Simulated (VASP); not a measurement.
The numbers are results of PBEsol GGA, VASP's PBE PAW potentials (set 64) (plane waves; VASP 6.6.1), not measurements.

VASP input:

### INCAR
```
# general
SYSTEM  = BP
PREC    = Accurate
ENCUT   = 620
LREAL   = .FALSE.
LASPH   = .TRUE.

# electronic loop
EDIFF   = 1E-6
NELM    = 100
ALGO    = Normal

# smearing
ISMEAR  = 0
SIGMA   = 0.05

# functional
GGA     = PS

# ions
IBRION  = 2
NSW     = 40
ISIF    = 3
EDIFFG  = -0.02
PSTRESS = 50

# output
LWAVE   = .FALSE.
LCHARG  = .FALSE.
```

File KPOINTS:
```
Automatic mesh
0
Gamma
10 10 10
```

File POSCAR:
```
BP
1
   -0.0000000000     2.2396264910     2.2396264910
    2.2396264910     0.0000000000     2.2396264910
    2.2396264910     2.2396264910    -0.0000000000
B P
1 1
Direct
  0.0000000000   0.0000000000   0.0000000000
  0.2500000000   0.2500000000   0.2500000000
```

POTCAR, in this order: B P (PBE.64 set). Program: vasp_std.

The resulting files:

### OUTCAR
```
 ion  position               nearest neighbor table
   1  0.000  0.000  0.000-   2 1.94   2 1.94   2 1.94   2 1.94
   2  0.250  0.250  0.250-   1 1.94   1 1.94   1 1.94   1 1.94
  LATTYP: Found a face centered cubic cell.
 ALAT       =     4.4792529820
 Subroutine PRICEL returns:
 Original cell was already a primitive cell.
 Subroutine GETGRP returns: Found 24 space group operations
The static configuration has the point symmetry T_d .
The dynamic configuration has the point symmetry T_d .
 Subroutine INISYM returns: Found 24 space group operations
 Subroutine IBZKPT returns following result:
 Found     47 irreducible k-points:

 Following reciprocal coordinates:
            Coordinates               Weight
  0.000000  0.000000  0.000000      1.000000
  0.100000  0.000000  0.000000      8.000000
  0.200000  0.000000  0.000000      8.000000
  0.300000  0.000000  0.000000      8.000000
  0.400000  0.000000  0.000000      8.000000
  0.500000  0.000000  0.000000      4.000000
  0.100000  0.100000  0.000000      6.000000
  0.200000  0.100000  0.000000     24.000000
  0.300000  0.100000  0.000000     24.000000
...
```

### OSZICAR
```
       N       E                     dE             d eps       ncg     rms          rms(c)
DAV:   1     0.119005220972E+02    0.11901E+02   -0.46717E+03   752   0.105E+03
DAV:   2    -0.141119935445E+02   -0.26013E+02   -0.24409E+02  1144   0.120E+02
DAV:   3    -0.144582906663E+02   -0.34630E+00   -0.34630E+00   928   0.171E+01
DAV:   4    -0.144593245514E+02   -0.10339E-02   -0.10339E-02  1160   0.866E-01
DAV:   5    -0.144593252576E+02   -0.70629E-06   -0.70634E-06   936   0.181E-02    0.742E+00
DAV:   6    -0.137872131982E+02    0.67211E+00   -0.16655E+00   824   0.709E+00    0.401E+00
DAV:   7    -0.136754353854E+02    0.11178E+00   -0.31355E-01  1136   0.338E+00    0.124E+00
DAV:   8    -0.136654812146E+02    0.99542E-02   -0.28756E-02   832   0.116E+00    0.200E-01
DAV:   9    -0.136655949045E+02   -0.11369E-03   -0.47697E-04  1040   0.207E-01    0.111E-01
DAV:  10    -0.136656483854E+02   -0.53481E-04   -0.11857E-04   848   0.815E-02    0.205E-02
DAV:  11    -0.136656525160E+02   -0.41306E-05   -0.42502E-06  1072   0.187E-02    0.262E-02
DAV:  12    -0.136656528074E+02   -0.29139E-06   -0.13869E-06   416   0.728E-03
   1 F= -.12964494E+02 E0= -.12964494E+02  d E =-.129645E+02
```

OUTCAR:
```
------------------------ aborting loop because EDIFF is reached ----------------------------------------
  FORCE on cell =-STRESS in cart. coord.  units (eV):
  Direction    XX          YY          ZZ          XY          YZ          ZX
  --------------------------------------------------------------------------------------
  Total        0.6986487      0.6986487      0.6986487      0.0000000      0.0000000     -0.0000000
  in kB       49.8210228     49.8210228     49.8210228      0.0000000      0.0000000     -0.0000000
  external PRESSURE =      -0.1789772 kB  Pullay stress =      50.0000000 kB
  volume of cell :       22.47
      direct lattice vectors                 reciprocal lattice vectors
     0.000000000  2.239626491  2.239626491    -0.223251512  0.223251512  0.223251512
     2.239626491  0.000000000  2.239626491     0.223251512 -0.223251512  0.223251512
     2.239626491  2.239626491  0.000000000     0.223251512  0.223251512 -0.223251512
  FREE ENERGIE OF THE ION-ELECTRON SYSTEM (eV)
  ---------------------------------------------------
  free  energy   TOTEN  =       -13.6656528074 eV

  energy  without entropy=      -13.6656528074  energy(sigma->0) =      -13.66565281
  enthalpy is  TOTEN    =       -12.9644943045 eV   P V=        0.7011585029

 reached required accuracy - stopping structural energy minimisation
```
(Selected blocks of OUTCAR.)

The structure was generated: BP was put into the zinc blende type (F-43m), which need not be its known phase. It was relaxed first under an external pressure of 5 GPa.
